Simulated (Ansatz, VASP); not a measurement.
# Y in two plane-wave programs, part 2 of 2

Wanted: the spread between two codes on one cell, functional and k mesh. The cell is taken from a series of runs on this material, whose earlier steps may have relaxed, scaled, displaced or heated it; both programs get it as it stands.

VASP 6.6.1 and Ansatz 0.2.0.

So far: Set-up; VASP: zone-centre phonons, PBE.

**3. Ansatz: zone-centre phonons, PBE**

Level of this step: Ansatz beside VASP: Kohn-Sham DFT, plane waves, PBE (Ansatz).

Ansatz runs on its default PAW (the set named soft_2) files.

The same cell, functional, mesh and smearing now go to Ansatz, which takes its cutoff from its data sets.

Contents of input.yaml:

```yaml
crystal:
  lattice:
    - [3.658240273, 0.0, 0.0]
    - [-1.8291201365, 3.1681290095, 0.0]
    - [0.0, 0.0, 5.6682789077]
  atoms:
    - { symbol: "Y", position: [0.3333333333, 0.6666666667, 0.25] }
    - { symbol: "Y", position: [0.6666666667, 0.3333333333, 0.75] }
kpoints:
  mp_grid: { grid: [6, 6, 4] }
hamiltonian:
  xc: pbe
scf:
  occupations: { method: methfessel_paxton, width: 0.2 }
output:
  eigenvalues: true
phonons:
  method: dfpt
  qmesh: [2, 2, 2]
  temperatures: { t_max: 1000, t_step: 50 }
  qpath:
    path:
      - [[0.0, 0.0, 0.0], [0.5, 0.0, 0.0], [0.33333333, 0.33333333, 0.0], [0.0, 0.0, 0.0], [0.0, 0.0, 0.5], [0.5, 0.0, 0.5], [0.33333333, 0.33333333, 0.5], [0.0, 0.0, 0.5]]
      - [[0.5, 0.0, 0.5], [0.5, 0.0, 0.0]]
      - [[0.33333333, 0.33333333, 0.5], [0.33333333, 0.33333333, 0.0]]
    npoints: 10
```

Run with:

```
$ ansatz run input.yaml --threads 4 --pin off --max-ram 10240MiB --backend cpu --events-out ev --progress --plain --runs-dir out
```

Numbers of over 12 decimals in the logs are rounded to 6 here.

Log:

```text
Engine: ansatz 0.2.0, aarch64-unknown-linux-gnu
Pseudopotentials: kind: paw
Pseudopotential: Y, paw, valence charge 11, recommended cutoff 420 eV (normal), Y.paw.azcp
Functional definition: PBE
  parameter kappa = 0.804
  parameter beta = 0.066725
  exchange = pbe_x(kappa = kappa, mu = beta*pi^2/3)
  correlation = pbe_c(beta = beta)
Crystal: 2 atoms, lattice volume = 65.694 Å³
Basis set: ecut = 420 eV, 1267 PW (Γ), exchange–correlation on 50×50×80 points (8 copies of the dense FFT grid, shifted against one another)
Bands: 15, of which v1, the nominal top of the filled ones, is band 11 counted from 1 (10 counted from 0)
Symmetry: 24 space group operations
k-points: 21 of 144
Non-local potential: Y, projectors of the file, l = 0: 3, l = 1: 2, l = 2: 2, l = 3: 1
PAW form: soft (Blöchl's): semilocal exchange-correlation on the pseudo side does not see the compensation charge
PAW one-centre angular grid: Y, 590 points (default); XC on 64 Gauss nodes
Initial density: superposition of atomic densities (neutral atoms: chi_scale 0, normalization atom), corrected by the library's trained network
Initial wavefunctions: pseudopotential atomic-orbital guess
Functional: x = pbe(κ = 0.804, μ = 0.219515), c = pbe(β = 0.066725)
SCF iter   1: F=—  HF=-7697.351638 eV  |F-HF|=—  |Δ(HF+E_count)|=         —  Δρ=1.88e-3  dr2=2.36e-3  ethr=1.77e-3  ⟨swp⟩=4.6  Hψ=1357  notcnv=0
preconditioner: auto → Kerker (q_TF=auto, 2.274 Å⁻¹)  [metal: Δε(μ)=0.071 eV  Ē_g=2.552 eV  σ=0.200 eV  W_gap=0.29  n_scr=22 (ndim 8)  ℏωp=11.2 eV  f_vac=0.000  D(μ)=3.75/eV (n_scr^D=34)]
SCF iter   2: F=—  HF=-7697.351583 eV  |F-HF|=—  |Δ(HF+E_count)|=   5.51e-5  S|Δr|=    0.00e0  Δρ=1.25e-3  dr2=1.02e-3  ethr=1.07e-5  ⟨swp⟩=2.0  Hψ=644  notcnv=0
SCF iter   3: F=—  HF=-7697.351837 eV  |F-HF|=—  |Δ(HF+E_count)|=   2.54e-4  S|Δr|=    0.00e0  Δρ=2.59e-4  dr2=5.73e-5  ethr=4.65e-6  ⟨swp⟩=2.2  Hψ=403  notcnv=0
SCF iter   4: F=—  HF=-7697.351818 eV  |F-HF|=—  |Δ(HF+E_count)|=   1.92e-5  S|Δr|=    0.00e0  Δρ=1.44e-4  dr2=8.88e-6  ethr=2.60e-7  ⟨swp⟩=2.4  Hψ=473  notcnv=0
SCF iter   5: F=—  HF=-7697.351820 eV  |F-HF|=—  |Δ(HF+E_count)|=   1.86e-6  S|Δr|=    0.00e0  Δρ=1.95e-5  dr2=1.85e-7  ethr=4.04e-8  ⟨swp⟩=2.0  Hψ=528  notcnv=0
SCF iter   6: F=—  HF=-7697.351819 eV  |F-HF|=—  |Δ(HF+E_count)|=   3.31e-7  S|Δr|=    0.00e0  Δρ=6.53e-6  dr2=2.32e-8  ethr=8.43e-10  ⟨swp⟩=2.5  Hψ=541  notcnv=0
SCF iter   7: F=—  HF=-7697.351819 eV  |F-HF|=—  |Δ(HF+E_count)|=   7.31e-9  S|Δr|=    0.00e0  Δρ=2.02e-6  dr2=2.15e-9  ethr=1.05e-10  ⟨swp⟩=2.7  Hψ=544  notcnv=0
SCF iter   8: F=—  HF=-7697.351819 eV  |F-HF|=—  |Δ(HF+E_count)|=  7.42e-10  S|Δr|=    0.00e0  Δρ=2.21e-7  dr2=2.87e-11  ethr=9.78e-12  ⟨swp⟩=2.3  Hψ=535  notcnv=0
SCF iter   9: F=-7697.351819 eV  HF=-7697.351819 eV  |F-HF|=0.00e0  |Δ(HF+E_count)|=  1.09e-11  S|Δr|=    0.00e0  Δρ=1.37e-8  dr2=1.32e-13  ethr=1.00e-12  ⟨swp⟩=5.0  Hψ=1190  notcnv=0
SCF 1 converged in 9 iterations: F = -7697.351819 eV  dr2 = 1.32e-13
  greatest PAW one-centre occupation: 0.994 electrons in one spin orbital (limit 2), on the Y atom at site 1 (counted from 0), in its partial waves of l = 0
NSCF: frozen V_eff on 21 k-points
NSCF: frozen V_eff on 39 k-points
DFPT response loops at q = (0, 0, 0) (fractional): preconditioner auto → Kerker (q_TF=auto, 2.274 Å⁻¹) (partly filled bands, converged f_vac=0.000); β = 1.00, the filter's whole step (`scf.mixing.beta` (0.50) is not read by the response loops under this deck's `scf.mixing.preconditioner`; to damp them name `kerker` or `kerker_dos`, under which they read `scf.mixing.beta`, and type it under 1.00, their step now; both keys bind the ground state too); Broyden in place of MSR1
NSCF: frozen V_eff on 78 k-points
DFPT response loops at q = (0, 0, -0.5) (fractional): mixed as the last ones told, above
NSCF: frozen V_eff on 78 k-points
DFPT response loops at q = (0, -0.5, 0) (fractional): mixed as the last ones told, above
NSCF: frozen V_eff on 78 k-points
DFPT response loops at q = (0, -0.5, -0.5) (fractional): mixed as the last ones told, above
SCF converged after 9 iterations
Stability not checked: this state was not tested for a lower state beside it, because cold or Methfessel-Paxton smearing, or corrected tetrahedra, fill the levels in a way that the test cannot read (fill_not_monotonic; see scf.lower_state_search)
Free energy (F): -7697.351819 eV
Harris-Foulkes:  -7697.351819 eV  (|F-HF|=0.00e0)
Internal energy: -7697.349640 eV  (E = F + TS)
E sigma→0 (E₀):  -7697.351274 eV
Entropy (-TS):   -0.002179 eV (-1.090 meV/atom)
Fermi energy:    9.369495 eV
--- Per-component energies (eV) ---
  E_band       = -243.940679
  E_kinetic    = 608.772313
  E_local      = -1228.886155  (includes V_loc(G=0)·N_el)
  E_nonlocal   = 100.218220
  E_hartree    = 389.701203
  E_xc         = -345.742224
  E_vxc        = -396.892582  (∫ρ·V_xc dr)
  E_paw        = -5650.714714  (= ΣΔE_a)
  E_vpaw       = -106.554880  (= ΣTr[D̂ρ^β])
  E_aug_tail   = 0.000007  (compensation charges beyond the density's cutoff)
  E_ewald      = -1570.698289
  E_smearing   = -0.002179  (= −TS)
  E_closure    = 0.000000  (closes the sum)
  Σ components = -7697.351819   (vs F -7697.351819, Δ=0.00e0)
--- Band table (eV; the first three rows and the last of 21) ---
  k-point 0: bands = [... 7 lower, -13.0082, 4.6855, 7.5026, 10.2964, 11.0575, 11.0575, 11.4695, 11.6855]
  k-point 1: bands = [... 7 lower, -13.0717, 5.0913, 7.1828, 10.0494, 10.8960, 10.8960, 11.0840, 11.3706]
  k-point 2: bands = [... 7 lower, -13.1054, 6.1341, 6.1341, 10.3312, 10.3312, 10.9607, 10.9607, 10.9607]
  k-point 20: bands = [... 7 lower, -13.1126, 8.9440, 8.9440, 8.9641, 8.9641, 9.7329, 9.7329, 12.0997]
--- Phonons (Γ-DFPT): 2 representative perturbations + reference (Σ response iterations 6) ---
  ASR residual: 4.099e-6 → 0.000e0 eV/Å²; symmetrization residual: 1.663e-13 eV/Å²
  ASR residual per site (eV/Å²): 4.10e-6 4.10e-6
  Γ frequencies (cm⁻¹): 0.00 0.00 0.00 86.60 86.60 154.55
--- Phonons (arbitrary-q DFPT): 4 irreducible q on the 2×2×2 mesh ---
  q = [0.0000, 0.0000, 0.0000] (star 1, of the zone-centre solve; hermiticity 3.66e-15, symmetrization 4.26e-14): -0.00 -0.00 0.00 86.60 86.60 154.55
  q = [0.0000, 0.0000, -0.5000] (star 1, 2 solved perturbations in 60 linear systems a pass and spin channel, the states on 39 of 144 k-point pairs; hermiticity 6.47e-11, symmetrization 3.24e-11): 64.17 64.17 64.17 64.17 110.79 110.79
  q = [0.0000, -0.5000, 0.0000] (star 3, 3 solved perturbations on 39 of 144 k-point pairs; hermiticity 2.28e-14, symmetrization 2.19e-14): 78.00 88.58 123.71 135.12 137.61 143.75
  q = [0.0000, -0.5000, -0.5000] (star 3, 3 solved perturbations on 39 of 144 k-point pairs; hermiticity 1.39e-6, symmetrization 2.99e-14): 91.00 91.00 100.45 100.45 129.78 129.78
  sum rule: each row above includes the acoustic sum rule's correction from the zone centre's row sums; it moved no ω² by more than (0.11 cm⁻¹)²
  mesh force constants: q→R imaginary residual 7.99e-18; ASR residual 4.099e-6 → 0.000e0 eV/Å²; symmetrization residual 8.882e-16 eV/Å²
  interpolated dispersion: 93 rows × 6 modes
  density of states and harmonic sums: on the 20×20×12 q-mesh, interpolated from the force constants of a 2×2×2 supercell (no non-analytic term)
  largest difference from the sums on the solved wave vectors: F 8.50e-2 eV, S 1.17e-4 and C_V 3.23e-5 eV/K
  zero-point energy: 0.038681 eV/cell   skipped modes (ω ≤ 0): 3   left out of the sums: 1.04e-4 of the cell's modes: C_V's classical limit lies that fraction below 3 k_B per atom; for a crystal, a wire or a layer, F and S can be off by more, and a phonons.interpolated_qmesh denser along its periods is the remedy for the sampling
```

In the SCF lines HF is the Harris–Foulkes energy and dr2 the Hartree energy of the density residual, in eV; the loop may stop once dr2 is under the threshold and the program's other checks hold. Hψ counts applications of the Hamiltonian.

**4. Differences**

Known differences besides the potentials themselves: VASP's run holds the zone centre alone; the cutoff is 420 eV in Ansatz and 500 eV in VASP. Total energies have different zeros and are not compared.

Both answers:

| quantity | Ansatz | VASP | difference |
| --- | --- | --- | --- |
| optical mode 1 to 2 (cm⁻¹) | 86.6 | 86.8 | -0.28 % |
| optical mode 3 (cm⁻¹) | 154.6 | 154.5 | +0.00 % |

Modes are paired by rising frequency, not by their patterns, so a pair may set unlike modes beside each other; they are those without the splitting of longitudinal modes.

**5. Summary of results**

```json
{"r.m.s. difference of the optical zone-centre modes, each program's sorted by frequency (zone-centre phonons, PBE)": "0.20 cm⁻¹"}
```

In words: The r.m.s. difference of the optical zone-centre modes, each program's sorted by frequency is 0.20 cm⁻¹ (zone-centre phonons, PBE). How closely two codes agree says nothing of how well the functional describes the real material.

[Lines on the potential files, build, host, timing and source positions are cut from VASP's logs without a mark.]

[Logs are printed without paths, hosts, clocks, repeated set-up lines and the standing remarks that a program may print on its own settings, such as how far it seeks lower states.]

[Hosts, paths, dates, database ids (printed as entryN), source tags and the programs' standing remarks are cut or masked in the printed files.]
